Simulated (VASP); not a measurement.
# ScF3 (Pm-3m) in VASP: a series of runs, part 2 of 2

VASP 6.6.1. Earlier steps stand in the parts before.

## Step 3: Relaxation of cell and atoms, LDA

This run uses another cell than the first one, of 15.79 Å³/atom, 0.978 times its volume.

File INCAR:

```
SYSTEM = ScF3
  ALGO = Normal
  EDIFF = 1E-7
  EDIFFG = -0.002
  ENCUT = 520
  GGA = CA
  IBRION = 2
  ISIF = 3
  ISMEAR = 0
  LASPH = .True.
  LCHARG = .False.
  LREAL = .False.
  LWAVE = .False.
  NELM = 60
  NSW = 80
  PREC = Accurate
  SIGMA = 1.0
```

File KPOINTS:

```
k-points
0
Gamma
  8 8 8
  0 0 0
```

File POSCAR:

```
ScF3                                    
1.0
    3.9826101120      0.0000000000      0.0000000000
    0.0000000000      3.9826101120      0.0000000000
    0.0000000000      0.0000000000      3.9826101120
  Sc              F             
     1     3
Direct
     0.0000000000000000    0.0000000000000000    0.0000000000000000
     0.5000000000000000    0.0000000000000000    0.0000000000000000
     0.0000000000000000    0.5000000000000000    0.0000000000000000
     0.0000000000000000    0.0000000000000000    0.5000000000000000
```

Potentials or basis: VASP PAW LDA potentials, release 64 (Sc_sv, F).

The run is started by

```console
$ cat potpaw_LDA.64/Sc_sv/POTCAR potpaw_LDA.64/F/POTCAR > POTCAR
$ mpirun -np 1 vasp_std > vasp.out
```

OUTCAR:

```text
SYSTEM = ScF3
   EDIFF = 1E-7
   EDIFFG = -0.002
   ENCUT = 520
   GGA = CA
   IBRION = 2
   ISIF = 3
   ISMEAR = 0
   LASPH = .True.
   LREAL = .False.
   NELM = 60
   NSW = 80
   PREC = Accurate

 ion  position               nearest neighbor table
   1  0.000  0.000  0.000-   2 1.99   3 1.99   4 1.99   4 1.99   3 1.99   2 1.99
   2  0.500  0.000  0.000-   1 1.99   1 1.99
   3  0.000  0.500  0.000-   1 1.99   1 1.99
   4  0.000  0.000  0.500-   1 1.99   1 1.99

  LATTYP: Found a simple cubic cell.
 ALAT       =     3.9826101120

  Lattice vectors:

 A1 = (   3.9826101120,   0.0000000000,   0.0000000000)
 A2 = (   0.0000000000,   3.9826101120,   0.0000000000)
 A3 = (   0.0000000000,   0.0000000000,   3.9826101120)

Analysis of symmetry for initial positions (statically):
=====================================================================
 Subroutine PRICEL returns:
 Original cell was already a primitive cell.

 Routine SETGRP: Setting up the symmetry group for a
 simple cubic supercell.

 Subroutine GETGRP returns: Found 48 space group operations
 (whereof 48 operations were pure point group operations)
 out of a pool of 48 trial point group operations.

The static configuration has the point symmetry O_h .

Analysis of symmetry for dynamics (positions and initial velocities):
=====================================================================
 Subroutine PRICEL returns:
 Original cell was already a primitive cell.

 Routine SETGRP: Setting up the symmetry group for a
 simple cubic supercell.

 Subroutine GETGRP returns: Found 48 space group operations
 (whereof 48 operations were pure point group operations)
 out of a pool of 48 trial point group operations.

The dynamic configuration has the point symmetry O_h .

 Subroutine INISYM returns: Found 48 space group operations
 (whereof 48 operations are pure point group operations),
 and found     1 'primitive' translations

----------------------------------------------------------------------------------------

                                     Primitive cell

  volume of cell :      63.1689

  direct lattice vectors                    reciprocal lattice vectors
     3.982610112  0.000000000  0.000000000     0.251091614  0.000000000  0.000000000
     0.000000000  3.982610112  0.000000000     0.000000000  0.251091614  0.000000000
     0.000000000  0.000000000  3.982610112     0.000000000  0.000000000  0.251091614

  length of vectors
     3.982610112  3.982610112  3.982610112     0.251091614  0.251091614  0.251091614

  position of ions in fractional coordinates (direct lattice)
     0.000000000  0.000000000  0.000000000
     0.500000000  0.000000000  0.000000000
     0.000000000  0.500000000  0.000000000
     0.000000000  0.000000000  0.500000000

  ion indices of the primitive-cell ions
   primitive index   ion index
                 1           1
                 2           2
                 3           3
                 4           4

----------------------------------------------------------------------------------------

[... 26 lines left out ...]
  0.000000  0.000000  0.000000      1.000000
  0.125000  0.000000  0.000000      6.000000
  0.250000  0.000000  0.000000      6.000000
  0.375000  0.000000  0.000000      6.000000
  0.500000  0.000000  0.000000      3.000000
  0.125000  0.125000  0.000000     12.000000
[... 16 lines left out ...]
  0.375000  0.375000  0.125000     24.000000
  0.500000  0.375000  0.125000     24.000000
 [... further k-points ...]
   k-points           NKPTS =     35   k-points in BZ     NKDIM =     35   number of bands    NBANDS=     20
   number of dos      NEDOS =    301   number of ions     NIONS =      4
   total plane-waves  NPLWV =  27000
   dimension x,y,z NGX =    30 NGY =   30 NGZ =   30
   dimension x,y,z NGXF=    60 NGYF=   60 NGZF=   60
   ions per type =               1   3
   NGX,Y,Z   is equivalent  to a cutoff of  12.52, 12.52, 12.52 a.u.
   NGXF,Y,Z  is equivalent  to a cutoff of  25.05, 25.05, 25.05 a.u.
 SYSTEM =  ScF3
   PREC   = accura    normal or accurate (medium, high low for compatibility)
   ISTART =      0    job   : 0-new  1-cont  2-samecut
   ICHARG =      2    charge: 1-file 2-atom 10-const
   ISPIN  =      1    spin polarized calculation?
   LNONCOLLINEAR =      F non collinear calculations
   LSORBIT =      F    spin-orbit coupling
   LASPH  =      T    aspherical Exc in radial PAW
   ENCUT  =  520.0 eV  38.22 Ry    6.18 a.u.   7.41  7.41  7.41*2*pi/ulx,y,z
   NELM   =     60;   NELMIN=  2; NELMDL= -5     # of ELM steps
   EDIFF  = 0.1E-06   stopping-criterion for ELM
   LREAL  =      F    real-space projection
   EDIFFG = -.2E-02   stopping-criterion for IOM
   NSW    =     80    number of steps for IOM
   IBRION =      2    ionic relax: 0-MD 1-quasi-New 2-CG
   NFREE  =      1    steps in history (QN), initial steepest desc. (CG)
   ISIF   =      3    stress and relaxation
   ISYM   =      2    0-nonsym 1-usesym 2-fastsym
   POTIM  = 0.5000    time-step for ionic-motion
   TEBEG  =    0.0;   TEEND  =   0.0 temperature during run
   PSTRESS=    0.0 pullay stress
   NELECT =      32.0000    total number of electrons
   NUPDOWN=      -1.0000    fix difference up-down
   EMIN   =  10.00;   EMAX   =-10.00  energy-range for DOS
   EFERMI =   0.00;   METHOD = LEGACY
   ISMEAR =     0;   SIGMA  =   1.00  broadening in eV -4-tet -1-fermi 0-gaus
   EFERMI_NEDOS =   21; number of points for ismear=-14 and -15
   IALGO  =     38    algorithm
   IMIX   =      4    mixing-type and parameters
     AMIX     =   0.40;   BMIX     =  1.00
     AMIX_MAG =   1.60;   BMIX_MAG =  1.00
  volume/ion in A,a.u.               =      15.79       106.57
  Fermi-wavevector in a.u.,A,eV,Ry     =   1.305040  2.466167 23.172469  1.703128
  Thomas-Fermi vector in A             =   2.435935
   LORBIT       =      0    0 simple, 1 ext, 2 COOP (PROOUT), +10 PAW based schemes
   GGA     = CA    functional components
   LHFCALC =     F    Hartree Fock is set to
   AEXX    =    0.0000 exact exchange contribution
   IVDW    =     0    specifies the selected vdW correction
   LEPSILON=     F    determine dielectric tensor
   LRPA    =     F    only Hartree local field effects (RPA)
 conjugate gradient relaxation of ions
 non-spin polarized calculation
 Gauss-broadening in eV      SIGMA  =   1.00
  energy-cutoff  :      520.00
  volume of cell :       63.17
 maximum number of plane-waves:      1743
 NGX is ok and might be reduce to    30
   NGX = 15   NGY = 15   NGZ = 15

--------------------------------------- Ionic step        1  -------------------------------------------

 number of electron      31.9999968 magnetization

 Free energy of the ion-electron system (eV)
  ---------------------------------------------------
  ext. energy  EPLUGINS =         0.00000000
  ---------------------------------------------------
  free energy    TOTEN  =       -29.58732229 eV

  energy without entropy =      -29.58730918  energy(sigma->0) =      -29.58731574

------------------------ aborting loop because EDIFF is reached ----------------------------------------

  FORCE on cell =-STRESS in cart. coord.  units (eV):
  Direction    XX          YY          ZZ          XY          YZ          ZX
  --------------------------------------------------------------------------------------
  -------------------------------------------------------------------------------------
  Total       -0.0139000     -0.0139000     -0.0139000      0.0000000      0.0000000     -0.0000000
  in kB       -0.3525498     -0.3525498     -0.3525498      0.0000000      0.0000000     -0.0000000
  external PRESSURE =      -0.3525498 kB  Pullay stress =       0.0000000 kB
[... 63 lines left out ...]
--------------------------------------- Ionic step        3  -------------------------------------------

 number of electron      31.9999968 magnetization

 Free energy of the ion-electron system (eV)
  ---------------------------------------------------
  ext. energy  EPLUGINS =         0.00000000
  ---------------------------------------------------
  free energy    TOTEN  =       -29.58732431 eV

  energy without entropy =      -29.58731126  energy(sigma->0) =      -29.58731779

 E-fermi :  -0.5387     XC(G=0):  -8.9747

 val. band max:       -3.7575948064   @ k =   0.5000   0.5000   0.5000
 cond. band min:       2.5409157398   @ k =   0.0000   0.0000   0.0000
 fundamental gap:      6.2985105462
 Fermi energy:        -0.5387120562

 k-point     1 :       0.0000    0.0000    0.0000
  band No.  band energies     occupation
      1     -48.8825      2.00000
      2     -27.9429      2.00000
      3     -27.9429      2.00000
      4     -27.9429      2.00000
      5     -23.4614      2.00000
      6     -23.1763      2.00000
[... 541 lines left out ...]
     19       4.1204      0.00000
     20       5.4166      0.00000

 [... further k-points ...]
[... 5 lines left out ...]
  --------------------------------------------------------------------------------------
  -------------------------------------------------------------------------------------
  Total       -0.0014905     -0.0014905     -0.0014905      0.0000000     -0.0000000      0.0000000
  in kB       -0.0378159     -0.0378159     -0.0378159      0.0000000     -0.0000000      0.0000000
  external PRESSURE =      -0.0378159 kB  Pullay stress =       0.0000000 kB
[... 19 lines left out ...]
  FREE ENERGIE OF THE ION-ELECTRON SYSTEM (eV)
  ---------------------------------------------------
  free  energy   TOTEN  =       -29.5873243083 eV

  energy  without entropy=      -29.5873112626  energy(sigma->0) =      -29.58731779

 reached required accuracy - stopping structural energy minimisation
```

Wall time 50 s (1 thread of AMD EPYC 7R13 (Zen 3), shared host); peak memory 0.14 GiB.

What came out:

```yaml
Free_energy: -29.5873 eV
Relaxed_volume: 15.79 Å³/atom
Relaxed_cell: a = 3.982 Å, b = 3.982 Å, c = 3.982 Å, α = 90.00°, β = 90.00°, γ = 90.00°
Space_group_after_relaxing_to_0.05_Å: Pm-3m (No. 221)
Energy_gained_by_relaxing: 0.0 meV/atom
Ionic_steps: 3
Pressure_after_relaxing: 0.0 GPa
Band_gap_on_the_k_mesh: 6.30 eV, indirect (least direct gap 6.83 eV)
```

Final structure:
```yaml
crystal:
  lattice:
    - [3.98221, 0.00000, 0.00000]
    - [0.00000, 3.98221, 0.00000]
    - [0.00000, 0.00000, 3.98221]
  atoms:
    - { symbol: Sc, position: [0.00000, 0.00000, 0.00000] }
    - { symbol: F, position: [0.50000, 0.00000, 0.00000] }
    - { symbol: F, position: [0.00000, 0.50000, 0.00000] }
    - { symbol: F, position: [0.00000, 0.00000, 0.50000] }
```

Levels at points of the mesh, in eV from the valence-band top:
```csv
k point,band 13,band 14,band 15,band 16,band 17,band 18,band 19,band 20
"(0.00, 0.00, 0.00)",-0.61,-0.53,-0.53,-0.53,6.30,6.30,6.30,7.66
"(0.50, 0.00, 0.00)",-1.22,-0.74,-0.55,-0.55,6.34,7.27,7.27,8.20
"(0.50, 0.50, 0.00)",-1.20,-1.00,-1.00,-0.01,7.31,7.31,7.98,8.88
"(0.50, 0.50, 0.50)",-2.39,0.00,0.00,0.00,8.03,8.03,8.03,11.07
```

A k mesh can miss the band edges. LDA gaps usually lie below the measured ones, often by a third to a half.
